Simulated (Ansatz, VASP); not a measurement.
# MnO (Manganosite): VASP beside Ansatz

One calculation is typed for both programs; each brings its own data sets. How far apart do they land? The cell is taken from a series of runs on this material, whose earlier steps may have relaxed, scaled, displaced or heated it; both programs get it as it stands.

Method: plane waves, with VASP 6.6.1 beside it; relaxation of cell and atoms at r2SCAN, in Ansatz 0.2.0.

## 1. Set-up

The structure is cubic, space group Fm-3m (No. 225). Conventional cell: a = 4.446 Å, b = 4.446 Å, c = 4.446 Å, α = 90.00°, β = 90.00°, γ = 90.00°. Nearest to Mn lie 6 O at 2.22 Å. O has 6 Mn at 2.22 Å nearest. Farther neighbours and most contacts between anions are not listed.

## 2. Ansatz: relaxation of cell and atoms, r2SCAN

Ansatz runs on its default PAW (the set named soft_2) files.

The relaxed volume is the usual yardstick between codes: in a stiff, nearly cubic crystal its relative difference is about their pressure difference at one cell divided by the bulk modulus.

Input file input.yaml:

```yaml
crystal:
  lattice:
    - [0.0, 2.223, 2.223]
    - [2.223, 0.0, 2.223]
    - [2.223, 2.223, 0.0]
  atoms:
    - { symbol: Mn, position: [0.0, 0.0, 0.0], spin: 4.0 }
    - { symbol: O, position: [0.5, 0.5, 0.5] }
magnetization:
  spin_polarized: true
kpoints:
  mp_grid: { grid: [10, 10, 10] }
scf:
  occupations: { method: fermi_dirac, width: 0.05 }
hamiltonian:
  xc: r2scan
  pseudopotentials: { kind: paw }
output:
  forces: true
  stress: true
relax:
  f_tol: 0.01
  max_steps: 60
  cell: {}
```

Launch:

```sh
ansatz run input.yaml --threads 4 --pin off --max-ram 8192MiB --backend cpu --events-out ev --progress --plain --runs-dir out
```

Numbers of over 12 decimals in the logs are rounded to 6 here.

What it wrote:

```text
Engine: ansatz 0.2.0, x86_64-unknown-linux-gnu
Pseudopotentials: kind: paw
Pseudopotential: Mn, paw, valence charge 15, recommended cutoff 500 eV (meta_gga), Mn.paw.azcp
Pseudopotential: O, paw, valence charge 6, recommended cutoff 500 eV (meta_gga), O.paw.azcp
Functional definition: r2SCAN
  parameter k0 = 0.174
  parameter k1 = 0.065
  parameter a1 = 4.9479
  exchange = r2scan_x(k0 = k0, k1 = k1, a1 = a1)
  correlation = r2scan_c
Crystal: 2 atoms, lattice volume = 21.971 Å³
Basis set: ecut = 500 eV, 537 PW (Γ), exchange–correlation on 96×96×96 points (64 copies of the dense FFT grid, shifted against one another)
Bands: 17, of which v1, the nominal top of the filled ones, is band 11 counted from 1 (10 counted from 0)
Symmetry: 48 space group operations
Space group: Fm-3m (ITA 225), of the structure as read, at distance tolerance 2.8e-5 Å
Magnetic group: BNS 225.116 (UNI 1618), of the structure as read, at distance tolerance 2.8e-5 Å
k-points: 47 of 1000
Non-local potential: Mn, projectors of the file, l = 0: 3, l = 1: 2, l = 2: 3, l = 3: 1
Non-local potential: O, projectors of the file, l = 0: 2, l = 1: 2, l = 2: 1
PAW form: soft (Blöchl's): semilocal exchange-correlation on the pseudo side does not see the compensation charge
PAW frozen core: Mn, regenerated for the run's functional (the file was generated under x = pbe(κ = 0.804, μ = 0.219515), c = pbe(β = 0.066725))
PAW frozen core: O, regenerated for the run's functional (the file was generated under x = pbe(κ = 0.804, μ = 0.219515), c = pbe(β = 0.066725))
PAW one-centre angular grid: Mn, 590 points (default); XC on 160 Gauss nodes
PAW one-centre angular grid: O, 302 points (default); XC on 160 Gauss nodes
Initial density: superposition of atomic densities (chi_scale 0.1, normalization cell, long waves kept (reshape's long-wave potential 0.00 eV rms))
Starting moments: Σ|m| = 4 μB on 1 of 2 sites
Initial wavefunctions: pseudopotential atomic-orbital guess
Functional: x = r2scan, c = r2scan; τ floored in thin density (d = 2e-4 eV/Å³)
SCF iter   1: F=—  HF=-4473.430150 eV  |F-HF|=—  |Δ(HF+E_count)|=         —  Δρ=1.50e-1 (↑1.50e-1 ↓5.78e-2)  dr2=5.00e0  dr2_τ=1.89e-2  dr2_m=1.17e0  M=4.675 μB ∫|m|=4.675 μB  β_m=1.00  ethr=3.10e-3  ⟨swp⟩=3.8  Hψ=6573  notcnv=0
Mixer restart at iter 1: flushing history
preconditioner: auto → none  [metal: Δε(μ)=0.037 eV  Ē_g=13.484 eV  σ=0.050 eV  W_gap=0.19  n_scr=8 (ndim 8)  ℏωp=28.6 eV  f_vac=0.000  D(μ)=1.02/eV (n_scr^D=14)  sad-step TF]
SCF iter   2: F=—  HF=-4472.932435 eV  |F-HF|=—  |Δ(HF+E_count)|=   4.98e-1  Δρ=4.53e-2 (↑4.53e-2 ↓4.08e-2)  dr2=1.35e0  dr2_τ=2.56e-2  dr2_m=1.71e-2  M=4.843 μB ∫|m|=4.843 μB  β_m=1.00  ethr=3.10e-3  ⟨swp⟩=2.6  Hψ=3800  notcnv=0  defer=117  κ⁻¹=1.0e0(r=1)
SCF iter   3: F=—  HF=-4473.270384 eV  |F-HF|=—  |Δ(HF+E_count)|=   3.38e-1  Δρ=1.59e-2 (↑1.27e-2 ↓1.59e-2)  dr2=1.43e-1  dr2_τ=3.03e-3  dr2_m=4.03e-3  M=4.942 μB ∫|m|=4.942 μB  β_m=1.00  ethr=3.10e-3  ⟨swp⟩=2.8  Hψ=3261  notcnv=0  defer=119  κ⁻¹=8.8e-2(r=2)
SCF iter   4: F=—  HF=-4473.449539 eV  |F-HF|=—  |Δ(HF+E_count)|=         —  Δρ=9.85e-3 (↑9.71e-3 ↓9.85e-3)  dr2=5.74e-2  dr2_τ=2.07e-3  dr2_m=1.07e-3  M=4.984 μB ∫|m|=4.984 μB  β_m=1.00  ethr=6.79e-4  ⟨swp⟩=2.3  Hψ=3518  notcnv=0  defer=119
Mixer restart at iter 4: flushing history
SCF iter   5: F=—  HF=-4473.477699 eV  |F-HF|=—  |Δ(HF+E_count)|=   2.82e-2  Δρ=4.92e-3 (↑4.82e-3 ↓4.92e-3)  dr2=9.86e-3  dr2_τ=4.29e-4  dr2_m=4.66e-5  M=4.991 μB ∫|m|=4.991 μB  β_m=1.00  ethr=2.74e-4  ⟨swp⟩=2.5  Hψ=2456  notcnv=0  defer=119  κ⁻¹=1.0e0(r=1)
SCF iter   6: F=—  HF=-4473.532012 eV  |F-HF|=—  |Δ(HF+E_count)|=   5.43e-2  Δρ=4.02e-3 (↑3.49e-3 ↓4.02e-3)  dr2=7.15e-3  dr2_τ=1.38e-4  dr2_m=1.13e-4  M=4.993 μB ∫|m|=4.993 μB  β_m=1.00  ethr=4.70e-5  ⟨swp⟩=2.4  Hψ=3167  notcnv=0  defer=119  κ⁻¹=2.1e-2(r=2)
SCF iter   7: F=—  HF=-4473.589715 eV  |F-HF|=—  |Δ(HF+E_count)|=   5.77e-2  Δρ=2.00e-3 (↑1.84e-3 ↓2.00e-3)  dr2=2.51e-3  dr2_τ=3.11e-5  dr2_m=2.70e-5  M=4.996 μB ∫|m|=4.996 μB  β_m=1.00  ethr=3.40e-5  ⟨swp⟩=2.0  Hψ=2889  notcnv=0  defer=119  κ⁻¹=9.4e-3(r=3)
SCF iter   8: F=—  HF=-4473.613689 eV  |F-HF|=—  |Δ(HF+E_count)|=   2.40e-2  Δρ=8.24e-4 (↑8.12e-4 ↓8.24e-4)  dr2=3.32e-4  dr2_τ=8.10e-6  dr2_m=2.34e-6  M=4.998 μB ∫|m|=4.998 μB  β_m=1.00  ethr=1.20e-5  ⟨swp⟩=2.0  Hψ=3141  notcnv=0  defer=119  κ⁻¹=1.2e-3(r=4)
SCF iter   9: F=—  HF=-4473.614142 eV  |F-HF|=—  |Δ(HF+E_count)|=   4.52e-4  Δρ=4.25e-4 (↑3.46e-4 ↓4.25e-4)  dr2=6.57e-5  dr2_τ=1.62e-6  dr2_m=3.15e-6  M=4.998 μB ∫|m|=4.998 μB  β_m=1.00  ethr=1.58e-6  ⟨swp⟩=2.0  Hψ=2780  notcnv=0  defer=119  κ⁻¹=3.4e-4(r=5)
SCF iter  10: F=—  HF=-4473.614377 eV  |F-HF|=—  |Δ(HF+E_count)|=   2.35e-4  Δρ=9.38e-5 (↑9.38e-5 ↓9.07e-5)  dr2=2.68e-6  dr2_τ=1.41e-7  dr2_m=1.31e-7  M=4.998 μB ∫|m|=4.998 μB  β_m=1.00  ethr=3.13e-7  ⟨swp⟩=2.0  Hψ=2399  notcnv=0  defer=119  κ⁻¹=1.5e-4(r=6)
[...]
preconditioner: auto → none  [insulator: Δε(μ)=0.189 eV  Ē_g=14.498 eV  σ=0.050 eV  W_gap=0.68  n_scr=8 (ndim 8)  ℏωp=28.5 eV  f_vac=0.000  D(μ)=0.05/eV (n_scr^D=0)  ε∞_Penn≈4.9]
SCF iter   2: F=—  HF=-4473.614394 eV  |F-HF|=—  |Δ(HF+E_count)|=   5.88e-5  Δρ=7.30e-5 (↑7.30e-5 ↓4.22e-5)  dr2=1.56e-6  dr2_τ=9.21e-8  dr2_m=1.93e-7  M=4.998 μB ∫|m|=4.998 μB  β_m=1.00  ethr=3.17e-8  ⟨swp⟩=2.0  Hψ=2590  notcnv=0  κ⁻¹=1.0e0(r=1)
SCF iter   3: F=—  HF=-4473.614401 eV  |F-HF|=—  |Δ(HF+E_count)|=   7.27e-6  Δρ=4.10e-5 (↑4.10e-5 ↓2.94e-5)  dr2=7.30e-7  dr2_τ=1.09e-8  dr2_m=2.61e-8  M=4.998 μB ∫|m|=4.998 μB  β_m=1.00  ethr=7.41e-9  ⟨swp⟩=1.5  Hψ=1784  notcnv=0  κ⁻¹=1.4e-2(r=2)
SCF iter   4: F=—  HF=-4473.614408 eV  |F-HF|=—  |Δ(HF+E_count)|=   7.49e-6  Δρ=1.56e-5 (↑1.51e-5 ↓1.56e-5)  dr2=1.67e-7  dr2_τ=1.99e-9  dr2_m=2.93e-9  M=4.998 μB ∫|m|=4.998 μB  β_m=1.00  ethr=3.48e-9  ⟨swp⟩=2.2  Hψ=2191  notcnv=0  κ⁻¹=2.4e-3(r=3)
SCF iter   5: F=—  HF=-4473.614411 eV  |F-HF|=—  |Δ(HF+E_count)|=   2.77e-6  Δρ=6.60e-6 (↑6.36e-6 ↓6.60e-6)  dr2=2.12e-8  dr2_τ=4.27e-10  dr2_m=1.15e-10  M=4.998 μB ∫|m|=4.998 μB  β_m=1.00  ethr=7.96e-10  ⟨swp⟩=2.2  Hψ=2360  notcnv=0  κ⁻¹=2.3e-4(r=4)
SCF iter   6: F=-4473.614411 eV  HF=-4473.614411 eV  |F-HF|=6.22e-9  |Δ(HF+E_count)|=   2.65e-7  Δρ=6.94e-6 (↑4.36e-6 ↓6.94e-6)  dr2=1.93e-8  dr2_τ=4.82e-10  dr2_m=4.38e-10  M=4.998 μB ∫|m|=4.998 μB  ethr=1.01e-10  ⟨swp⟩=1.9  Hψ=4628  notcnv=0
SCF 2 converged in 6 iterations: F = -4473.614411 eV  dr2 = 1.93e-8
relax step   2: F+E_penalty+E_count = -4473.61441134 eV  Δ(F+E_penalty+E_count) = -3.301e-5 eV  max|allowed force component| = 3.583e-30 eV/Å  Δτ_max = 0.0000 Å  P = +0.111 GPa  Ω = 22.017 Å³  energy of the carried Pulay correction = -4.994e-5 eV  (6 SCF iters, dr2 threshold 2.00e-7 eV, accepted)
[...]
relax step   3: F+E_penalty+E_count = -4473.61440069 eV  Δ(F+E_penalty+E_count) = +1.065e-5 eV  max|allowed force component| = 4.495e-30 eV/Å  Δτ_max = 0.0000 Å  P = +0.001 GPa  Ω = 22.032 Å³  energy of the carried Pulay correction = -6.576e-5 eV  (6 SCF iters, dr2 threshold 3.06e-8 eV, accepted)
[...]
relax step   4: F+E_penalty+E_count = -4473.61447561 eV  Δ(F+E_penalty+E_count) = -7.492e-5 eV  max|allowed force component| = 3.320e-30 eV/Å  Δτ_max = 0.0000 Å  P = +0.001 GPa  Ω = 22.032 Å³  stress off target by 1.06e-3 GPa  SCF on the basis re-selected at this cell (its energy is not comparable with the rows above)  (8 SCF iters)
basis re-selected at this cell: Δ(F+E_penalty+E_count) = -7.492e-5 eV, ΔP = +0.000 GPa vs the last step (what re-selecting the basis moved, of the pressure what is left beyond the Pulay correction that the steps carried, after the strain that the cell walked since its last selection, with what the two solves' SCF thresholds leave and, on support functions, any second-order correction that the steps lacked; it is no m [...]
SCF converged after 8 iterations
Stability not checked: this state was not tested for a lower state beside it, because the mixer in use, unlike msr1, does not test its closes by its own steps (another_mixer; see scf.mixing.algorithm and scf.lower_state_search)
Magnetization: 4.9983 μB (12.9992 up, 8.0008 down)
Absolute magnetization: 4.9983 μB (∫|ρ↑−ρ↓|, with the PAW one-centre terms)
Spin contamination: 0.0046 ħ² per cell (⟨S²⟩ above its minimum at these occupations)
Per-site moments (μB) at R_I (Å): [(4.266078, 0.917840), (0.258212, 0.917840)]
Free energy (F): -4473.614476 eV
Harris-Foulkes:  -4473.614476 eV  (|F-HF|=3.64e-12)
Internal energy: -4473.613941 eV  (E = F + TS)
E sigma→0 (E₀):  -4473.614208 eV
Entropy (-TS):   -0.000534 eV (-0.267 meV/atom)
Fermi energy:    13.235833 eV
--- Per-component energies (eV) ---
  E_band       = -270.384889
  E_kinetic    = 475.411071
  E_local      = -2241.777371  (includes V_loc(G=0)·N_el)
  E_nonlocal   = 305.957720
  E_hartree    = 901.222241
  E_xc         = -180.348524
  E_vxc        = -262.805970  (∫ρ·V_xc dr)
  E_paw        = -1480.366601  (= ΣΔE_a)
  E_vpaw       = -367.133643  (= ΣTr[D̂ρ^β])
  E_aug_tail   = 0.001007  (compensation charges beyond the density's cutoff)
  E_vtau       = 17.517792  (kinetic-family band-sum trace: ∫τ·v_τ [+ j·A + Jᵃ·Aᵃ] dr)
  E_ewald      = -2253.398501
  E_core_change = -0.314984  (= ΣΔE_core)
  E_smearing   = -0.000534  (= −TS)
  E_closure    = -0.000000  (closes the sum)
  Σ components = -4473.614476   (vs F -4473.614476, Δ=0.00e0)
--- Forces (eV/Å), atoms counted from 1 ---
  atom   1  Mn    -0.00000000    -0.00000000     0.00000000
  atom   2  O      0.00000000    -0.00000000    -0.00000000
  max |Σ_I F_I| component: 7.03e-30 eV/Å
--- Stress (GPa, compression-positive) ---
        0.001058       0.000000      -0.000000
        0.000000       0.001058       0.000000
       -0.000000       0.000000       0.001058
  P = ⅓ Tr σ = 0.0011 GPa (0.011 kbar)
--- Relaxed structure (3 steps of the walk, 3 accepted, 1 SCFs on fresh bases) ---
  F+E_penalty+E_count = -4473.61447561 eV   max|allowed force component| = 3.320e-30 eV/Å   (the final SCF, on the basis selected at the relaxed cell)
  cell:  # Å, volume = 22.0322 Å³
    - [0, 2.225066, 2.225066]
    - [2.225066, 0, 2.225066]
    - [2.225066, 2.225066, 0]
  atoms:
    - { symbol: Mn, position: [0, 0, 0] }
    - { symbol: O, position: [0.5, 0.5, 0.5] }
```

[end of part 1 of 2]

[Lines on the potential files, build, host, timing and source positions are cut from VASP's logs without a mark.]

[Logs are printed without paths, hosts, clocks, repeated set-up lines and the standing remarks that a program may print on its own settings, such as how far it seeks lower states.]

[Hosts, paths, dates, database ids (printed as entryN), source tags and the programs' standing remarks are cut or masked in the printed files.]
